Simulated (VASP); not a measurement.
# Ge2W (I4/mmm) in VASP: single point with LDA

Aim: the single point of Ge2W with LDA.

All numbers are computed with VASP 6.6.1; they aren't measurements. Logs are shortened: lines on timing, memory, paths and dates and some standing lists are left out, and cuts for length are marked.

**1. Starting point**

Symmetry: I4/mmm, No. 139, tetragonal system. The conventional cell has a = 3.320 Å, b = 3.320 Å, c = 8.192 Å, α = 90.00°, β = 90.00°, γ = 90.00°. Ge (site symmetry 4mm) is surrounded by 5 Ge at 2.72 to 2.73 Å and 5 W at 2.72 to 2.73 Å. Around W (site symmetry 4/mmm) lie 10 Ge at 2.72 to 2.73 Å.

**2. Single point, LDA**

Contents of INCAR:

```
SYSTEM = Ge2W
PREC = Accurate
ENCUT = 520
EDIFF = 1E-6
ISMEAR = -1
SIGMA = 0.0816
LREAL = .False.
LASPH = .True.
NELM = 100
ALGO = Fast
ISIF = 2
LWAVE = .False.
LCHARG = .False.
NBANDS = 51
```

Contents of KPOINTS:

```
Automatic mesh
0
Gamma
  8 8 8
  0 0 0
```

Contents of POSCAR:

```
Ge2W
1.0
   -1.6600000000      1.6600000000      4.0960000000
    1.6600000000     -1.6600000000      4.0960000000
    3.3200000000      3.3200000000     -8.1920000000
Ge W
4 2
Direct
    0.3333000000      0.3333000000      0.0000000000
    0.3333000000      0.3333000000      0.5000000000
    0.6667000000      0.6667000000      0.0000000000
    0.6667000000      0.6667000000      0.5000000000
    0.0000000000      0.0000000000      0.0000000000
    0.0000000000      0.0000000000      0.5000000000
```

Potentials or basis: VASP PAW LDA potentials, release 64 (Ge_d, W_sv).

Started as:

```sh
> cat potpaw_LDA.64/Ge_d/POTCAR potpaw_LDA.64/W_sv/POTCAR > POTCAR
> mpirun -np 1 vasp_std > vasp.out
```

OUTCAR:

```text
SYSTEM = Ge2W
   PREC = Accurate
   ENCUT = 520
   EDIFF = 1E-6
   ISMEAR = -1
   LREAL = .False.
   LASPH = .True.
   NELM = 100
   ISIF = 2

 ion  position               nearest neighbor table
   1  0.333  0.333  0.000-   4 2.72   3 2.72   3 2.72   4 2.72   5 2.72   5 2.72   6 2.72   6 2.72
                             5 2.73   3 2.73
   2  0.333  0.333  0.500-   3 2.72   4 2.72   4 2.72   3 2.72   6 2.72   6 2.72   5 2.72   5 2.72
                             6 2.73   4 2.73
   3  0.667  0.667  0.000-   2 2.72   1 2.72   1 2.72   2 2.72   6 2.72   5 2.72   5 2.72   6 2.72
                             5 2.73   1 2.73
   4  0.667  0.667  0.500-   1 2.72   2 2.72   2 2.72   1 2.72   5 2.72   6 2.72   6 2.72   5 2.72
                             6 2.73   2 2.73
   5  0.000  0.000  0.000-   3 2.72   3 2.72   2 2.72   4 2.72   1 2.72   1 2.72   4 2.72   2 2.72
                             1 2.73   3 2.73   6 3.32   6 3.32   6 3.32   6 3.32
   6  0.000  0.000  0.500-   4 2.72   4 2.72   1 2.72   3 2.72   2 2.72   2 2.72   3 2.72   1 2.72
                             2 2.73   4 2.73   5 3.32   5 3.32   5 3.32   5 3.32

  LATTYP: Found a base centered orthorhombic cell.
 ALAT       =     4.6951890271
 B/A-ratio  =     1.7447646842
 C/A-ratio  =     1.0000000000

  Lattice vectors:

 A1 = (   1.6600000000,  -1.6600000000,  -4.0960000000)
 A2 = (   1.6600000000,  -1.6600000000,   4.0960000000)
 A3 = (  -3.3200000000,  -3.3200000000,   0.0000000000)

Analysis of symmetry for initial positions (statically):
=====================================================================
 Subroutine PRICEL returns following result:

  LATTYP: Found a body centered tetragonal cell.
 ALAT       =     3.3200000000
 C/A-ratio  =     2.4674698795

  Lattice vectors:

 A1 = (  -1.6600000000,   1.6600000000,   4.0960000000)
 A2 = (   1.6600000000,  -1.6600000000,   4.0960000000)
 A3 = (   1.6600000000,   1.6600000000,  -4.0960000000)

   2 primitive cells build up your supercell.

 Routine SETGRP: Setting up the symmetry group for a
 base centered orthorhombic supercell.

 Subroutine GETGRP returns: Found  8 space group operations
 (whereof  8 operations were pure point group operations)
 out of a pool of  8 trial point group operations.

The static configuration has the point symmetry D_2h.

Analysis of symmetry for dynamics (positions and initial velocities):
=====================================================================
 Subroutine PRICEL returns following result:

  LATTYP: Found a body centered tetragonal cell.
 ALAT       =     3.3200000000
 C/A-ratio  =     2.4674698795

  Lattice vectors:

 A1 = (  -1.6600000000,   1.6600000000,   4.0960000000)
 A2 = (   1.6600000000,  -1.6600000000,   4.0960000000)
 A3 = (   1.6600000000,   1.6600000000,  -4.0960000000)

   2 primitive cells build up your supercell.

 Routine SETGRP: Setting up the symmetry group for a
 base centered orthorhombic supercell.

 Subroutine GETGRP returns: Found  8 space group operations
 (whereof  8 operations were pure point group operations)
 out of a pool of  8 trial point group operations.

The dynamic configuration has the point symmetry D_2h.

 Subroutine INISYM returns: Found  8 space group operations
 (whereof  8 operations are pure point group operations),
 and found     2 'primitive' translations

----------------------------------------------------------------------------------------

                                     Primitive cell

  volume of cell :      45.1478

  direct lattice vectors                    reciprocal lattice vectors
    -1.660000000  1.660000000  4.096000000     0.000000000  0.301204819  0.122070312
     1.660000000 -1.660000000  4.096000000     0.301204819  0.000000000  0.122070312
     1.660000000  1.660000000 -4.096000000     0.301204819  0.301204819  0.000000000

  length of vectors
     4.721060898  4.721060898  4.721060898     0.325000776  0.325000776  0.425967940

  position of ions in fractional coordinates (direct lattice)
     0.333300000  0.333300000  0.000000000
     0.666700000  0.666700000  0.000000000
     0.000000000  0.000000000  0.000000000

  ion indices of the primitive-cell ions
   primitive index   ion index
                 1           1
                 2           3
                 3           5

----------------------------------------------------------------------------------------

 KPOINTS: Automatic mesh

Automatic generation of k-mesh.
 Grid dimensions read from file:
 generate k-points for:    8    8    8

 Generating k-lattice:

  Cartesian coordinates                     Fractional coordinates (reciprocal lattice)
     0.000000000  0.037650602  0.015258789     0.125000000  0.000000000  0.000000000
     0.037650602  0.000000000  0.015258789     0.000000000  0.125000000  0.000000000
     0.018825301  0.018825301  0.000000000     0.000000000  0.000000000  0.125000000

  Length of vectors
     0.040625097  0.040625097  0.026622996

  Shift w.r.t. Gamma in fractional coordinates (k-lattice)
     0.000000000  0.000000000  0.000000000

 Subroutine IBZKPT returns following result:
 ===========================================

 Found    105 irreducible k-points:

 Following reciprocal coordinates:
            Coordinates               Weight
  0.000000  0.000000  0.000000      1.000000
  0.125000 -0.000000  0.000000      8.000000
  0.250000 -0.000000  0.000000      8.000000
  0.375000 -0.000000  0.000000      8.000000
  0.500000 -0.000000  0.000000      2.000000
  0.125000  0.125000  0.000000      4.000000
[... 16 lines left out ...]
  0.125000 -0.000000  0.125000      8.000000
  0.250000 -0.000000  0.125000      8.000000
 [... further k-points ...]
   k-points           NKPTS =    105   k-points in BZ     NKDIM =    105   number of bands    NBANDS=     51
   number of dos      NEDOS =    301   number of ions     NIONS =      6
   total plane-waves  NPLWV =  90720
   dimension x,y,z NGX =    36 NGY =   36 NGZ =   70
   dimension x,y,z NGXF=    72 NGYF=   72 NGZF=  140
   ions per type =               4   2
   NGX,Y,Z   is equivalent  to a cutoff of  12.68, 12.68, 12.32 a.u.
   NGXF,Y,Z  is equivalent  to a cutoff of  25.35, 25.35, 24.65 a.u.
 SYSTEM =  Ge2W
   PREC   = accura    normal or accurate (medium, high low for compatibility)
   ISTART =      0    job   : 0-new  1-cont  2-samecut
   ICHARG =      2    charge: 1-file 2-atom 10-const
   ISPIN  =      1    spin polarized calculation?
   LNONCOLLINEAR =      F non collinear calculations
   LSORBIT =      F    spin-orbit coupling
   LASPH  =      T    aspherical Exc in radial PAW
   ENCUT  =  520.0 eV  38.22 Ry    6.18 a.u.   8.78  8.78 17.56*2*pi/ulx,y,z
   NELM   =    100;   NELMIN=  2; NELMDL= -5     # of ELM steps
   EDIFF  = 0.1E-05   stopping-criterion for ELM
   LREAL  =      F    real-space projection
   EDIFFG = 0.1E-04   stopping-criterion for IOM
   NSW    =      0    number of steps for IOM
   IBRION =     -1    ionic relax: 0-MD 1-quasi-New 2-CG
   NFREE  =      0    steps in history (QN), initial steepest desc. (CG)
   ISIF   =      2    stress and relaxation
   ISYM   =      2    0-nonsym 1-usesym 2-fastsym
   POTIM  = 0.5000    time-step for ionic-motion
   TEBEG  =    0.0;   TEEND  =   0.0 temperature during run
   PSTRESS=    0.0 pullay stress
   NELECT =      84.0000    total number of electrons
   NUPDOWN=      -1.0000    fix difference up-down
   EMIN   =  10.00;   EMAX   =-10.00  energy-range for DOS
   EFERMI =   0.00;   METHOD = LEGACY
   ISMEAR =    -1;   SIGMA  =   0.08  broadening in eV -4-tet -1-fermi 0-gaus
   EFERMI_NEDOS =   21; number of points for ismear=-14 and -15
   IALGO  =     68    algorithm
   IMIX   =      4    mixing-type and parameters
     AMIX     =   0.40;   BMIX     =  1.00
     AMIX_MAG =   1.60;   BMIX_MAG =  1.00
  volume/ion in A,a.u.               =      15.05       101.56
  Fermi-wavevector in a.u.,A,eV,Ry     =   1.598132  3.020031 34.749617  2.554025
  Thomas-Fermi vector in A             =   2.695629
   LORBIT       =      0    0 simple, 1 ext, 2 COOP (PROOUT), +10 PAW based schemes
   GGA     = CA    functional components
   LHFCALC =     F    Hartree Fock is set to
   AEXX    =    0.0000 exact exchange contribution
   IVDW    =     0    specifies the selected vdW correction
   LEPSILON=     F    determine dielectric tensor
   LRPA    =     F    only Hartree local field effects (RPA)
 non-spin polarized calculation
 RMM-DIIS sequential band-by-band and
  energy-cutoff  :      520.00
  volume of cell :       90.30
 maximum number of plane-waves:      2461
   NGX = 17   NGY = 17   NGZ = 35

 number of electron      84.0000009 magnetization

 Free energy of the ion-electron system (eV)
  ---------------------------------------------------
  ext. energy  EPLUGINS =         0.00000000
  ---------------------------------------------------
  free energy    TOTEN  =       -49.14456813 eV

  energy without entropy =      -49.10175095  energy(sigma->0) =      -49.12315954

 E-fermi :  10.0742     XC(G=0): -13.2451

 val. band max:       10.0738270622   @ k =   0.3750   0.3750   0.1250
 cond. band min:      10.0742591353   @ k =  -0.1250  -0.2500   0.2500
 fundamental gap:      0.0004320731
 Fermi energy:        10.0741770048

 k-point     1 :       0.0000    0.0000    0.0000
  band No.  band energies     occupation
      1     -63.5682      2.00000
      2     -63.5589      2.00000
      3     -28.1460      2.00000
      4     -28.1454      2.00000
      5     -28.0517      2.00000
      6     -28.0252      2.00000
[... 43 lines left out ...]
     50      14.0113      0.00000
     51      14.1504      0.00000

 k-point     2 :       0.1250   -0.0000    0.0000
  band No.  band energies     occupation
      1     -63.5675      2.00000
      2     -63.5596      2.00000
      3     -28.1485      2.00000
      4     -28.1250      2.00000
      5     -28.0499      2.00000
      6     -28.0383      2.00000
[... 43 lines left out ...]
     50      14.2893      0.00000
     51      15.1700      0.00000

 k-point     3 :       0.2500   -0.0000    0.0000
  band No.  band energies     occupation
      1     -63.5659      2.00000
      2     -63.5612      2.00000
      3     -28.1554      2.00000
      4     -28.0912      2.00000
      5     -28.0748      2.00000
      6     -28.0453      2.00000
[... 43 lines left out ...]
     50      14.3811      0.00000
     51      15.9459      0.00000
[... 1027 lines left out ...]
 k-point    23 :       0.1250   -0.0000    0.1250
  band No.  band energies     occupation
      1     -63.5666      2.00000
      2     -63.5605      2.00000
      3     -28.1462      2.00000
      4     -28.1027      2.00000
      5     -28.0620      2.00000
      6     -28.0469      2.00000
[... 43 lines left out ...]
     50      14.4343      0.00000
     51      15.1446      0.00000

 k-point    24 :       0.2500   -0.0000    0.1250
  band No.  band energies     occupation
      1     -63.5648      2.00000
      2     -63.5623      2.00000
      3     -28.1535      2.00000
      4     -28.1189      2.00000
      5     -28.0479      2.00000
      6     -28.0420      2.00000
[... 43 lines left out ...]
     50      14.1166      0.00000
     51      15.1315      0.00000

 [... further k-points ...]

------------------------ aborting loop because EDIFF is reached ----------------------------------------

  FORCE on cell =-STRESS in cart. coord.  units (eV):
  Direction    XX          YY          ZZ          XY          YZ          ZX
  --------------------------------------------------------------------------------------
  -------------------------------------------------------------------------------------
  Total       -3.0187381     -3.0187381     -2.8055846     -0.0344282      0.0000000      0.0000000
  in kB      -53.5636179    -53.5636179    -49.7814843     -0.6108847      0.0000000      0.0000000
  external PRESSURE =     -52.3029067 kB  Pullay stress =       0.0000000 kB

 VOLUME and BASIS-vectors are now :
 -----------------------------------------------------------------------------
  energy-cutoff  :      520.00
  volume of cell :       90.30
      direct lattice vectors                 reciprocal lattice vectors
    -1.660000000  1.660000000  4.096000000     0.000000000  0.301204819  0.122070312
     1.660000000 -1.660000000  4.096000000     0.301204819  0.000000000  0.122070312
     3.320000000  3.320000000 -8.192000000     0.150602410  0.150602410  0.000000000

 POSITION                                       TOTAL-FORCE (eV/Angst)
 -----------------------------------------------------------------------------------
      0.00000      0.00000      2.73039        -0.000000     -0.000000      0.621427
      1.66000      1.66000     -1.36561         0.000000      0.000000      0.621427
      0.00000      0.00000      5.46161         0.000000      0.000000     -0.621427
      1.66000      1.66000      1.36561        -0.000000     -0.000000     -0.621427
      0.00000      0.00000      0.00000        -0.000000     -0.000000     -0.000000
      1.66000      1.66000     -4.09600        -0.000000     -0.000000      0.000000
 -----------------------------------------------------------------------------------
    total drift:                                0.000000      0.000000     -0.000000

  FREE ENERGIE OF THE ION-ELECTRON SYSTEM (eV)
  ---------------------------------------------------
  free  energy   TOTEN  =       -49.1445681254 eV

  energy  without entropy=      -49.1017509523  energy(sigma->0) =      -49.12315954
```

Run time: 16 min. Hardware: 1 thread of Intel Xeon Platinum 8559C (Emerald Rapids), shared host; peak memory 0.49 GiB.

What came out:

* Free energy: -49.1446 eV
* Pressure: -5.2 GPa
* Largest force: 0.621 eV/Å
* Band gap on the k mesh: none (metal or under the smearing width)

Forces on the atoms (eV/Å):
```
Ge   0.000  0.000  0.621
Ge   0.000  0.000  0.621
Ge   0.000  0.000 -0.621
Ge   0.000  0.000 -0.621
W    0.000  0.000  0.000
W    0.000  0.000  0.000
```

Levels at points of the mesh, in eV from the Fermi level:
| k point | band 39 | band 40 | band 41 | band 42 | band 43 | band 44 | band 45 | band 46 |
| --- | --- | --- | --- | --- | --- | --- | --- | --- |
| (0.00, 0.00, 0.00) | -2.61 | -2.61 | -1.24 | 0.73 | 2.16 | 2.42 | 2.49 | 2.55 |
| (0.50, 0.00, 0.00) | -2.32 | -2.32 | -0.03 | -0.03 | 2.21 | 2.21 | 3.00 | 3.00 |
| (0.50, 0.50, 0.00) | -1.24 | -0.77 | -0.77 | -0.43 | -0.43 | 0.77 | 2.42 | 2.49 |
| (0.00, 0.00, 0.50) | -2.30 | -2.30 | -1.85 | -1.85 | 2.17 | 2.17 | 3.26 | 3.26 |
| (0.50, 0.00, 0.50) | -2.11 | -2.11 | -2.00 | -2.00 | 1.57 | 1.57 | 1.62 | 1.62 |
| (0.50, 0.50, 0.50) | -1.77 | -1.77 | -0.66 | -0.66 | 0.42 | 0.42 | 1.57 | 1.57 |

Caveat: the cell's inner coordinates are idealised or old, which leaves forces on the atoms.
